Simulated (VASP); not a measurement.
All values below come from PBE GGA, VASP's PBE PAW potentials (set 64) (plane waves; VASP 6.6.1).

A VASP calculation is set up with these files.

### POSCAR
```
PtAl2
1
   -0.0000000000     2.9715883709     2.9715883709
    2.9715883709    -0.0000000000     2.9715883709
    2.9715883709     2.9715883709    -0.0000000000
Al Pt
2 1
Direct
  0.2500000000   0.2500000000   0.2500000000
  0.7500000000   0.7500000000   0.7500000000
  0.0000000000   0.0000000000   0.0000000000
```

### INCAR
```
SYSTEM = PtAl2
PREC = Normal
ENCUT = 400
EDIFF = 1E-5
NELM = 100
ALGO = Fast
LREAL = .FALSE.
LASPH = .TRUE.
ISMEAR = 1
SIGMA = 0.1
GGA = PE
LMAXMIX = 6
LWAVE = .FALSE.
LCHARG = .FALSE.
NELMIN = 4
IBRION = 2
ISIF = 2
NSW = 20
EDIFFG = -0.03
```

**KPOINTS**
```
Regular mesh
0
G
12 12 12
0 0 0
```

POTCAR, in this order: Al Pt (PBE.64 set). Program: vasp_std.

Output of the run:

File OSZICAR:
```
       N       E                     dE             d eps       ncg     rms          rms(c)
DAV:   1     0.396119903240E+02    0.39612E+02   -0.58027E+03  1848   0.906E+02
DAV:   2    -0.152782210280E+02   -0.54890E+02   -0.49248E+02  2032   0.167E+02
DAV:   3    -0.167976188814E+02   -0.15194E+01   -0.15018E+01  2216   0.270E+01
DAV:   4    -0.168103613955E+02   -0.12743E-01   -0.12739E-01  2008   0.295E+00
DAV:   5    -0.168105590244E+02   -0.19763E-03   -0.19762E-03  2212   0.386E-01    0.839E+00
RMM:   6    -0.163492872696E+02    0.46127E+00   -0.21431E+00  1728   0.109E+01    0.215E+00
RMM:   7    -0.162780276114E+02    0.71260E-01   -0.13105E-01  1728   0.278E+00    0.150E+00
RMM:   8    -0.162525360165E+02    0.25492E-01   -0.42588E-02  1728   0.173E+00    0.248E-01
RMM:   9    -0.162520890716E+02    0.44694E-03   -0.84059E-03  1728   0.693E-01    0.178E-01
RMM:  10    -0.162524078342E+02   -0.31876E-03   -0.17916E-03  1734   0.322E-01    0.754E-02
RMM:  11    -0.162523638726E+02    0.43962E-04   -0.78230E-04  1728   0.204E-01    0.174E-02
RMM:  12    -0.162523677191E+02   -0.38465E-05   -0.14364E-04  1644   0.832E-02    0.233E-02
RMM:  13    -0.162523710209E+02   -0.33018E-05   -0.27892E-05  1297   0.374E-02
   1 F= -.16252371E+02 E0= -.16252407E+02  d E =-.162524E+02
```

File OUTCAR:
```
------------------------ aborting loop because EDIFF is reached ----------------------------------------
  FORCE on cell =-STRESS in cart. coord.  units (eV):
  Direction    XX          YY          ZZ          XY          YZ          ZX
  --------------------------------------------------------------------------------------
  Total        0.0565828      0.0565828      0.0565828      0.0000000      0.0000000     -0.0000000
  in kB        1.7274238      1.7274238      1.7274238      0.0000000      0.0000000     -0.0000000
  external PRESSURE =       1.7274238 kB  Pullay stress =       0.0000000 kB
  volume of cell :       52.48
      direct lattice vectors                 reciprocal lattice vectors
     0.000000000  2.971588371  2.971588371    -0.168260182  0.168260182  0.168260182
     2.971588371  0.000000000  2.971588371     0.168260182 -0.168260182  0.168260182
     2.971588371  2.971588371  0.000000000     0.168260182  0.168260182 -0.168260182
 POSITION                                       TOTAL-FORCE (eV/Angst)
 -----------------------------------------------------------------------------------
      1.48579      1.48579      1.48579        -0.000000     -0.000000     -0.000000
      4.45738      4.45738      4.45738         0.000000      0.000000      0.000000
      0.00000      0.00000      0.00000        -0.000000      0.000000      0.000000
 -----------------------------------------------------------------------------------
    total drift:                               -0.000000      0.000000      0.000000
  FREE ENERGIE OF THE ION-ELECTRON SYSTEM (eV)
  ---------------------------------------------------
  free  energy   TOTEN  =       -16.2523710209 eV

  energy  without entropy=      -16.2524789837  energy(sigma->0) =      -16.25240701

 reached required accuracy - stopping structural energy minimisation
```
(Selected blocks of OUTCAR.)

The compound is PtAl2 in the fluorite structure. It was relaxed first.
